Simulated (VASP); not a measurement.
# TiTe2 with r2SCAN: from relaxation to properties

What structure and properties does r2SCAN give TiTe2, and how near are they to the measured ones? The steps: first try, relaxing cell and atoms (r2SCAN), second relaxation, single point with fields (r2SCAN), band structure (r2SCAN), density of states (r2SCAN), zone-centre phonons (r2SCAN), volume scan with r2SCAN and fit for r2SCAN. The start is a cell from a database of measured crystal structures.

Calculated with VASP 6.6.1; r2SCAN, no spin polarisation; plane waves and PAW (Ti_sv, Te).

The experiments to compare with:

“Switching of the topologically trivial and non-trivial quantum phase transitions in compressed 1T-TiTe2: Experiments and Theory” (2017, arxiv:1709.00815) quotes from earlier work for TiTe2, 1T, CdI2-type trigonal (single crystal): Raman mode (Eg, earlier experiment (Ref. 34)) 102 cm⁻¹ [literature value quoted from Ref. 34, single crystal]; Raman mode (A1g, earlier experiment (Ref. 34)) 145 cm⁻¹ [literature value quoted from Ref. 34, single crystal].

This is a report of a sequence of runs, with most program output left out.

## (1) The starting structure

Before any relaxation, the start is as follows. The structure is trigonal, space group P-3m1 (No. 164). Conventional cell: a = 3.777 Å, b = 3.777 Å, c = 6.498 Å, α = 90.00°, β = 90.00°, γ = 120.00°. Ti has 6 Te at 2.77 Å nearest. Nearest to Te lie 3 Ti at 2.77 Å. Farther neighbours and most contacts between anions are not listed.

Structure file:

```cif
data_structure
_symmetry_space_group_name_H-M 'P-3m1'
_symmetry_Int_Tables_number 164
_cell_length_a 3.7770
_cell_length_b 3.7770
_cell_length_c 6.4980
_cell_angle_alpha 90.000
_cell_angle_beta 90.000
_cell_angle_gamma 120.000
_cell_volume 80.28
loop_
_atom_site_label
_atom_site_type_symbol
_atom_site_symmetry_multiplicity
_atom_site_Wyckoff_symbol
_atom_site_fract_x
_atom_site_fract_y
_atom_site_fract_z
_atom_site_occupancy
Ti1 Ti 1 a 0.00000 0.00000 0.00000 1
Te1 Te 2 d 0.66667 0.33333 0.26280 1
```

## (2) First try

This run is made with a changed input; what comes of it follows.

The input, INCAR:

```
SYSTEM = TiTe2
PREC = Accurate
ENCUT = 400
EDIFF = 1E-06
NELM = 87
ISMEAR = 0
SIGMA = 0.05
LREAL = .FALSE.
ALGO = Normal
METAGGA = R2SCAN
LASPH = .TRUE.
NBANDS = 18
LORBIT = 11
LWAVE = .FALSE.
LCHARG = .FALSE.
KPAR = 2
IBRION = 2
NSW = 1
ISIF = 3
EDIFFG = -0.01
```

The input, POSCAR:

```
TiTe2
1.0
    3.7770000000      0.0000000000      0.0000000000
   -1.8885000000      3.2709779501      0.0000000000
    0.0000000000      0.0000000000      6.4980000000
Ti Te
1 2
Direct
    0.0000000000      0.0000000000      0.0000000000
    0.6666666667      0.3333333333      0.2628000000
    0.3333333333      0.6666666667      0.7372000000
```

The input, KPOINTS:

```
Automatic mesh
0
Gamma
6 6 3
0 0 0
```

Potentials, in the order of the species: Ti_sv and Te (PBE family, release 64).

Run with:

```sh
> mpirun -np 2 vasp_std
```

Wall time 34 s (2 MPI ranks of Intel Xeon Platinum 8488C (Sapphire Rapids), shared host); peak memory 0.35 GiB.

The relaxation used up its NSW steps before forces and stress met EDIFFG.

The fault in the input: too few ionic steps (NSW = "1"). Raise NSW.

## (3) Relaxing cell and atoms (r2SCAN)

Properties are meant for the cell that this level of theory prefers, so cell and atoms are relaxed first (ISIF = 3) until forces and stress are small; EDIFFG sets the threshold.

INCAR, as its differences from that of step 2:

```diff
@@ -4,3 +4,3 @@
 EDIFF = 1E-06
-NELM = 87
+NELM = 100
 ISMEAR = 0
@@ -17,3 +17,3 @@
 IBRION = 2
-NSW = 1
+NSW = 60
 ISIF = 3
```

POSCAR is that of step 2.

KPOINTS is that of step 2.

Run with:

```sh
> mpirun -np 2 vasp_std
```

Wall time 7 min (2 MPI ranks); peak memory 0.37 GiB; 14 min of CPU time.

This run has no spin polarisation, although Ti can carry a moment. The k-mesh is coarse for a metal. The bonds form layers, held to each other by dispersion, which r2SCAN holds only at short range, so the spacing between them may come out too wide. The PAW data sets were made with PBE, which is usual practice but a small mismatch for other functionals. The run keeps the 12 symmetry operations of its start, so it cannot find a distortion of lower symmetry.

The steps of the relaxation (22 of 24):

| step | energy less that of the first step (eV) | largest force (eV/Å) | pressure (GPa) | volume (Å³) |
| --- | --- | --- | --- | --- |
| 1 | 0.0000 | 0.2185 | 0.84 | 80.28 |
| 2 | -0.0096 | 0.2467 | -0.06 | 81.93 |
| 3 | -0.0105 | 0.2609 | -0.53 | 82.76 |
| 4 | -0.0164 | 0.0872 | -0.10 | 82.93 |
| 5 | -0.0169 | 0.0145 | 0.11 | 83.00 |
| 6 | -0.0200 | 0.0109 | 0.15 | 83.27 |
| 8 | -0.0254 | 0.0056 | 0.36 | 84.37 |
| 9 | -0.0244 | 0.1392 | -0.63 | 86.05 |
| 10 | -0.0260 | 0.0554 | -0.03 | 85.00 |
| 11 | -0.0264 | 0.0175 | -0.01 | 85.25 |
| 12 | -0.0264 | 0.0032 | -0.01 | 85.34 |
| 13 | -0.0264 | 0.0075 | -0.02 | 85.31 |
| 14 | -0.0264 | 0.0104 | -0.03 | 85.29 |
| 15 | -0.0265 | 0.0062 | 0.08 | 85.22 |
| 16 | -0.0265 | 0.0026 | 0.06 | 85.24 |
| 17 | -0.0265 | 0.0007 | 0.06 | 85.27 |
| 19 | -0.0265 | 0.0202 | 0.03 | 85.58 |
| 20 | -0.0266 | 0.0123 | 0.03 | 85.47 |
| 21 | -0.0266 | 0.0123 | 0.02 | 85.59 |
| 22 | -0.0266 | 0.0128 | -0.10 | 85.93 |
| 23 | -0.0266 | 0.0127 | -0.06 | 85.80 |
| 24 | -0.0266 | 0.0029 | -0.03 | 85.82 |

| conventional cell, symmetrised | before | after | change |
| --- | --- | --- | --- |
| a (Å) | 3.777 | 3.812 | +0.9 % |
| b (Å) | 3.777 | 3.812 | +0.9 % |
| c (Å) | 6.498 | 6.820 | +5.0 % |
| volume (Å³/atom) | 26.76 | 28.61 | +6.9 % |

The atoms that moved most (Å, as changes of fractional coordinates times the final cell):

| atom | dx | dy | dz | length |
| --- | --- | --- | --- | --- |
| Te3 | 0.000 | 0.000 | 0.099 | 0.099 |
| Te2 | 0.000 | 0.000 | -0.099 | 0.099 |

The relaxed structure:

```xyz
3
Lattice="3.8118 0.0000 0.0000 -1.9059 3.3011 0.0000 0.0000 0.0000 6.8201" Properties=species:S:1:pos:R:3 pbc="T T T"
Ti    0.0000    0.0000    0.0000
Te    1.9059    1.1004    1.6932
Te    0.0000    2.2008    5.1269
```

Numbers from this step:

```yaml
electrons: 24
bands: 18
irreducible_k_points: 17
symmetry_operations: 12
free_energy_toten: -66.2707 eV
energy_at_zero_smearing: -66.2695 eV
fermi_energy: 5.980 eV
pressure: -0.02946 GPa
metallic: yes
scf_cycles_over_all_ionic_steps: 186
```

It ends with a largest force of 0.003 eV/Å and a pressure of -0.03 GPa. The volume lies +6.9 % from that of the database's start.

## (4) Second relaxation

The basis stayed that of the start cell while the cell moved. A rerun from the cell reached resets it; the error of the finite cutoff stays.

INCAR is that of step 3.

The input, POSCAR:

```
TiTe2
1.0
    3.8118123807      0.0000000000      0.0000000000
   -1.9059061904      3.3011263562      0.0000000000
    0.0000000000      0.0000000000      6.8200808779
Ti Te
1 2
Direct
    0.0000000000      0.0000000000      0.0000000000
    0.6666666667      0.3333333333      0.2482701245
    0.3333333333      0.6666666667      0.7517298755
```

KPOINTS is that of step 3.

Run with:

```sh
> mpirun -np 2 vasp_std
```

Elapsed: 35 s, on 2 MPI ranks; peak memory 0.38 GiB.

Little changed from the start: no atom moved by 0.005 Å and no cell edge by 0.1 %.

This step gave:

```yaml
free_energy_toten: -66.2759 eV
energy_at_zero_smearing: -66.2747 eV
pressure: -0.05269 GPa
scf_cycles_over_all_ionic_steps: 16
```

It ends with a largest force of 0.006 eV/Å and a pressure of -0.05 GPa. The volume moved by under 0.01 %: the run met its threshold at the first step.

## (5) Single point with fields (r2SCAN)

The relaxed cell gets a fresh self-consistent run, on a basis set for its own volume, to fix the density and to check the remaining stress.

INCAR, as its differences from that of step 4:

```diff
@@ -14,7 +14,5 @@
 LWAVE = .FALSE.
-LCHARG = .FALSE.
-KPAR = 2
-IBRION = 2
-NSW = 60
-ISIF = 3
-EDIFFG = -0.01
+LCHARG = .TRUE.
+ISIF = 2
+LELF = .TRUE.
+LVHAR = .TRUE.
```

POSCAR is that of step 4.

KPOINTS is that of step 4.

Run with:

```sh
> mpirun -np 2 vasp_std
```

Elapsed: 34 s, on 2 MPI ranks; peak memory 0.32 GiB.

Numbers from this step:

| Item | Value |
| --- | --- |
| SCF cycles | 16 |

Valence electrons inside each PAW sphere by angular momentum. Sphere charges, by row:

```
atom  s (e)  p (e)  d (e)  tot (e)
 Ti1  2.163  6.129  1.797    10.09
 Te2  1.386  2.055  0.035    3.475
 Te3  1.386  2.055  0.035    3.475
```

Electrostatic potential energy in the ac plane at fractional y = 0.000, with atoms of Ti within 0.2 Å of it. With pseudopotentials it is smooth inside the atoms' cores, unlike the true potential.

Ten even steps from '_' (-53 eV) to '@' (5 eV), each cell a mean:
```
____..++%%@@@@@@@@%%##==____
__..==##%%@@@@@@@@@@%%**::__
==++##%%%%@@@@@@@@@@%%%%**++
##%%%%%%@@%%%%%%%%@@@@%%%%%%
@@@@@@@@@@%%%%%%%%%%@@@@@@@@
@@@@@@@@@@%%%%%%%%%%@@@@@@@@
@@@@@@@@@@%%%%%%%%%%@@@@@@@@
@@@@@@@@@@%%%%%%%%@@@@@@@@@@
@@@@@@@@@@@@@@@@@@@@@@@@@@@@
@@@@@@@@@@@@@@@@@@@@@@@@@@@@
@@@@@@@@@@@@@@@@@@@@@@@@@@@@
@@@@@@@@@@@@@@@@@@@@@@@@@@@@
@@@@@@@@@@@@@@@@@@@@@@@@@@@@
@@@@@@@@@@@@@@@@@@@@@@@@@@@@
@@@@@@@@@@@@@@@@@@@@@@@@@@@@
@@@@@@@@@@@@%%%%%%@@@@@@@@@@
@@@@@@@@@@%%%%%%%%%%@@@@@@@@
@@@@@@@@@@%%%%%%%%%%@@@@@@@@
@@@@@@@@@@%%%%%%%%%%@@@@@@@@
%%%%%%@@@@%%%%%%%%%%@@@@%%%%
++**##%%@@@@@@@@@@@@%%%%##**
..::++##%%@@@@@@@@@@%%##==::
____::**%%@@@@@@@@%%%%==..__
____..++%%@@@@@@@@%%##--____
```
Columns run along a (3.8 Å; values clipped at the 3rd and 97th percentile), rows up along c (6.8 Å). Atoms in or near the plane, at fractional coordinates: Ti at (0.00, 0.00).

Valence density in the ac plane at fractional y = 0.000, with atoms of Ti within 0.2 Å of it. It is the smooth field of the valence electrons, not physical close to the nuclei.

Ten steps, logarithmic in the rise over the least value, from '0' (0 e/Å³) to '9' (13 e/Å³), each cell a mean:
```
98631111112478
77521111112357
43222222222234
11122222222111
11112222222111
01112222222111
00111222221110
00011222211100
00001111111000
00000011100000
00000000000000
00000000000000
00000000000000
00000011000000
00001111110000
00011122211000
00111222221100
00112222222110
11112222222111
11112222222111
33222222222223
66421111112346
98631111112478
99741111112479
```
Columns run along a (3.8 Å), rows up along c (6.8 Å). Atoms in or near the plane, at fractional coordinates: Ti at (0.00, 0.00).

ELF in the ac plane at fractional y = 0.000, with atoms of Ti within 0.2 Å of it. It is the smooth field of the valence electrons, not physical close to the nuclei.

Ten even steps from '0' (0.01) to '9' (0.96), each cell a mean:
```
98520233311268
65311455531245
21124677763111
00146777776310
01357888877520
01367888887521
01357888876421
00246788876310
00135778765210
00013455542100
00001122211000
00000000000000
00000111100000
00012445432100
00124677764200
00246788875310
01257888876421
11357888887521
01367888887521
00247787876410
11125777764211
44212566542234
97421234311258
99520122210379
```
Columns run along a (3.8 Å), rows up along c (6.8 Å). Atoms in or near the plane, at fractional coordinates: Ti at (0.00, 0.00).

In this run the pressure is -0.05 GPa, small enough to go on.

## (6) Band structure (r2SCAN)

The mesh alone shows little of the dispersion and can miss band extrema, so KPOINTS_OPT adds a path through the symmetry points after the self-consistent cycle.

INCAR, as its differences from that of step 5:

```diff
@@ -11,8 +11,6 @@
 LASPH = .TRUE.
-NBANDS = 18
+NBANDS = 25
 LORBIT = 11
 LWAVE = .FALSE.
-LCHARG = .TRUE.
-ISIF = 2
-LELF = .TRUE.
-LVHAR = .TRUE.
+LCHARG = .FALSE.
+KPAR = 2
```

POSCAR is that of step 5.

KPOINTS is that of step 5.

The input, KPOINTS_OPT:

```
Line mode
16
Line-mode
Reciprocal
  0.00000000   0.00000000   0.00000000 GAMMA
  0.50000000   0.00000000   0.00000000 M

  0.50000000   0.00000000   0.00000000 M
  0.33333333   0.33333333   0.00000000 K

  0.33333333   0.33333333   0.00000000 K
  0.00000000   0.00000000   0.00000000 GAMMA

  0.00000000   0.00000000   0.00000000 GAMMA
  0.00000000   0.00000000   0.50000000 A

  0.00000000   0.00000000   0.50000000 A
  0.50000000   0.00000000   0.50000000 L

  0.50000000   0.00000000   0.50000000 L
  0.33333333   0.33333333   0.50000000 H

  0.33333333   0.33333333   0.50000000 H
  0.00000000   0.00000000   0.50000000 A

  0.50000000   0.00000000   0.50000000 L
  0.50000000   0.00000000   0.00000000 M

  0.33333333   0.33333333   0.00000000 K
  0.33333333   0.33333333   0.50000000 H
```

Run with:

```sh
> mpirun -np 2 vasp_std
```

It took 2.9 min on 2 MPI ranks; peak memory 0.39 GiB; 5.7 min of CPU time.

Spin-orbit coupling is off here; with elements this heavy it splits and shifts levels by tenths of an eV or more.

Numbers from this step:

| Quantity | Value |
| --- | --- |
| SCF cycles | 17 |
| bands | 25 |
| pressure | -0.01439 GPa |

Electronic bands along the path, in eV, zero at the Fermi level; # counts the bands kept:

```
          point     #3     #4     #5     #6     #7    #8    #9   #10
              Γ  -1.94   0.03   0.39   0.39   0.51  0.89  0.89  3.20
0.47 of the way  -2.33  -1.91  -0.69  -0.53   0.29  1.26  1.32  2.67
              M  -2.58  -2.48  -2.06  -1.19   0.10  1.16  1.53  2.55
0.53 of the way  -2.75  -2.64  -2.31  -2.23   0.83  1.23  1.46  2.28
              K  -3.77  -2.63  -2.38  -2.38   1.05  1.41  1.41  2.08
0.47 of the way  -3.12  -2.19  -1.76  -0.89   0.56  1.40  1.42  2.10
              Γ  -1.94   0.03   0.39   0.39   0.51  0.89  0.89  3.20
0.53 of the way  -1.92  -1.30   0.39   0.39   0.80  0.80  0.95  3.34
              A  -1.91  -1.91   0.39   0.39   0.72  0.72  1.06  3.44
0.53 of the way  -2.51  -1.95  -1.47  -0.76   0.28  1.39  1.56  2.24
              L  -2.54  -2.20  -1.34  -0.91  -0.13  1.16  1.51  2.77
0.53 of the way  -2.81  -2.64  -2.01  -1.66   0.56  1.23  1.37  2.34
              H  -3.95  -3.13  -1.97  -1.97   1.05  1.13  1.13  2.76
0.47 of the way  -2.48  -2.04  -1.80  -1.44   0.72  1.05  1.59  2.20
              A  -1.91  -1.91   0.39   0.39   0.72  0.72  1.06  3.44
      jump to L  -2.54  -2.20  -1.34  -0.91  -0.13  1.16  1.51  2.77
0.53 of the way  -2.64  -2.13  -1.90  -1.06   0.03  1.16  1.52  2.85
              M  -2.58  -2.48  -2.06  -1.19   0.10  1.16  1.53  2.55
      jump to K  -3.77  -2.63  -2.38  -2.38   1.05  1.41  1.41  2.08
0.47 of the way  -3.91  -2.83  -2.18  -2.18   1.05  1.26  1.26  2.38
              H  -3.95  -3.13  -1.97  -1.97   1.05  1.13  1.13  2.76
```

Of the projections kept (Ti, Te), the largest for each band there; the rest of the weight can lie on other orbitals:

```csv
point,#3,#4,#5,#6,#7,#8,#9,#10
Γ,Ti 0.61,Te 0.97,Ti 0.98,Ti 0.98,Ti 0.94,Te 0.97,Te 0.97,Ti 0.54
M,Te 0.92,Te 0.57,Ti 0.55,Te 0.92,Ti 0.87,Ti 1.00,Ti 0.98,Ti 0.84
K,Te 0.71,Te 0.89,Te 0.70,Te 0.70,Ti 0.97,Ti 0.91,Ti 0.91,Ti 0.86
Γ,Ti 0.61,Te 0.97,Ti 0.98,Ti 0.98,Ti 0.94,Te 0.97,Te 0.97,Ti 0.54
A,Ti 0.62,Ti 0.62,Ti 0.98,Ti 0.98,Te 0.97,Te 0.97,Ti 0.87,Ti 0.53
L,Te 0.58,Ti 0.52,Te 0.92,Te 0.92,Ti 0.91,Ti 1.00,Ti 0.98,Ti 0.69
```

There is no gap at this level.

## (7) Density of states (r2SCAN)

A density of states needs more k-points than a total energy; ISMEAR = -5 takes tetrahedra, and LORBIT projects the states on the PAW spheres. The mesh is finer than in the run before.

INCAR, as its differences from that of step 6:

```diff
@@ -5,3 +5,3 @@
 NELM = 100
-ISMEAR = 0
+ISMEAR = -5
 SIGMA = 0.05
@@ -16 +16,2 @@
 KPAR = 2
+NEDOS = 2001
```

POSCAR is that of step 6.

The input, KPOINTS:

```
Automatic mesh
0
Gamma
9 9 4
0 0 0
```

Run with:

```sh
> mpirun -np 2 vasp_std
```

Elapsed: 96 s, on 2 MPI ranks; peak memory 0.43 GiB.

With tetrahedra the forces and stress of a metal are not exact derivatives of the energy.

Numbers from this step:

* SCF cycles: 18
* irreducible k-points: 43
* free energy (TOTEN): -66.2872 eV
* Fermi energy: 6.060 eV
* pressure: -0.001318 GPa
* DOS at the Fermi level: 1.030 states/eV/cell

The density of states has structure finer than the step of the table below, so its rows give means over 0.5 eV, whole bins alone (the curve runs from -12.0 to 4.32 eV). Peaks (eV: height): total -10.87: 6.33, -2.02: 5.97, 1.11: 13.1, 1.35: 8.55; Ti d 0.47: 3.09, 1.11: 9.49, 1.35: 6.46, 2.88: 2.71; Te p -4.11: 1.47, -2.75: 1.38, -2.02: 1.93, 1.11: 1.10; Te s -10.87: 4.37; Ti p -4.11: 0.0885, -2.75: 0.073, -1.62: 0.0713, 1.19: 0.0553.

States under -12.0 eV and over 4.3 eV are left out. Table of density of states by energy, zero at the Fermi level; means over each step; values in states/eV/cell:

```
energy (eV)   total     Ti d     Te p     Te s     Ti p     Ti s
      -11.5    2.10   0.0138   0.0124     1.35   0.0218   0.0145
      -11.0    4.47   0.0736   0.0197     3.04   0.0385  0.00909
      -10.5  0.0761  0.00163   2.7e-4   0.0529   5.7e-4   2.3e-5
      -10.0       0        0        0        0        0        0
       -9.5       0        0        0        0        0        0
       -9.0       0        0        0        0        0        0
       -8.5       0        0        0        0        0        0
       -8.0       0        0        0        0        0        0
       -7.5       0        0        0        0        0        0
       -7.0       0        0        0        0        0        0
       -6.5       0        0        0        0        0        0
       -6.0       0        0        0        0        0        0
       -5.5       0        0        0        0        0        0
       -5.0   0.731   0.0354    0.225  0.00898  0.00268   0.0376
       -4.5    2.27    0.111    0.715   0.0378   0.0255   0.0856
       -4.0    3.24    0.198     1.05   0.0704   0.0641   0.0584
       -3.5    1.33    0.127    0.428   0.0384   0.0192   0.0309
       -3.0    2.73    0.348    0.919   0.0293   0.0510   0.0228
       -2.5    3.70    0.765     1.24   0.0291   0.0454   0.0148
       -2.0    4.42     1.00     1.51   0.0485   0.0558   0.0188
       -1.5    2.80    0.367     1.09   0.0337   0.0647  0.00986
       -1.0    1.72    0.266    0.669   0.0157   0.0394  0.00327
       -0.5   0.742    0.189    0.256  0.00528   0.0120  0.00106
        0.0    1.11    0.635    0.124  0.00731  0.00521  0.00487
        0.5    2.80     1.85    0.194   0.0153  0.00962   0.0135
        1.0    4.55     3.15    0.465   0.0132   0.0227   0.0102
        1.5    3.84     2.84    0.312   0.0102   0.0154   0.0273
        2.0    1.63    0.952    0.198   0.0280  0.00534  0.00510
        2.5    3.32     1.80    0.571   0.0506   0.0111   0.0133
        3.0    3.04     1.63    0.643   0.0348  0.00773   0.0101
        3.5  0.0184  0.00817  0.00557   6.0e-5   2.1e-5   1.5e-5
        4.0       0        0        0        0        0        0
```

The finer mesh and the other smearing move the Fermi level by +0.08 eV from the 6×6×3 run, one measure of the sampling error in the zero of the bands above. Of the states within 0.3 eV of the Fermi level, the largest shares in the PAW spheres are Ti d 56 % and Te p 12 %. The rest lies in smaller channels or between the spheres.

## (8) Zone-centre phonons (r2SCAN)

Zone-centre modes test whether the atoms sit at a minimum within this cell. IBRION = 6 takes the force constants from differences of forces between displaced cells, so the forces must be tight.

The input, INCAR:

```
SYSTEM = TiTe2
PREC = Accurate
ENCUT = 400
EDIFF = 1E-08
NELM = 100
ISMEAR = 1
SIGMA = 0.2
LREAL = .FALSE.
ALGO = Normal
METAGGA = R2SCAN
LASPH = .TRUE.
NBANDS = 18
LORBIT = 11
LWAVE = .FALSE.
LCHARG = .FALSE.
KPAR = 2
IBRION = 6
NFREE = 2
POTIM = 0.015
ISIF = 2
NSW = 1
```

POSCAR is that of step 7.

The input, KPOINTS:

```
Automatic mesh
0
Gamma
12 12 6
0 0 0
```

Run with:

```sh
> mpirun -np 2 vasp_std
```

The job ended after 28 min (2 MPI ranks; peak memory 1.6 GiB; 56 min of CPU time).

The last energy, forces, stress and levels in OUTCAR belong to the last displaced cell, not to the cell of POSCAR.

This step gave:

```
bands                     : 18
irreducible k-points      : 100
pressure of the cell      : -0.08152 GPa
largest force of the cell : 0.004899 eV/Å
```

The modes at Γ (shares of kinetic energy by element, %):

```
mode  frequency (cm⁻¹)  symmetry  Ti %  Te %
   1              -1.0  acoustic    16    84
   2              -0.5  acoustic    16    84
   3              -0.5  acoustic    16    84
   4             100.4        Eg     0   100
   5             100.4        Eg     0   100
   6             141.5       A1g     0   100
   7             160.0        Eu    84    16
   8             160.0        Eu    84    16
   9             264.4       A2u    84    16
```

Displacements in mode 5 (100.4 cm⁻¹), the largest set to 1:
```
Ti1  0.00  0.00  0.00
Te2  0.39 -1.00  0.00
Te3 -0.39  1.00  0.00
```

Displacements in mode 9 (264.4 cm⁻¹), the largest set to 1:
```
Ti1  0.00  0.00  1.00
Te2  0.00  0.00 -0.19
Te3  0.00  0.00 -0.19
```

The three acoustic modes lie within 1.0 cm⁻¹ of zero, and all others are real. By the characters of their eigenvectors the optical modes sort into (cm⁻¹) Raman active: Eg 100, A1g 141; infrared active: Eu 160, A2u 264. With a centre of inversion no mode is active in both.

(Part 1 of 2 ends here.)

[Lines on the potential files, build, host, timing and source positions are cut from VASP's logs without a mark.]

[Logs are printed without paths, hosts, clocks, repeated set-up lines and the standing remarks that a program may print on its own settings, such as how far it seeks lower states.]

[Hosts, paths, dates, database ids (printed as entryN), source tags and the programs' standing remarks are cut or masked in the printed files.]

[A measured line is paired with the nearest computed mode of its activity, which favours agreement.]
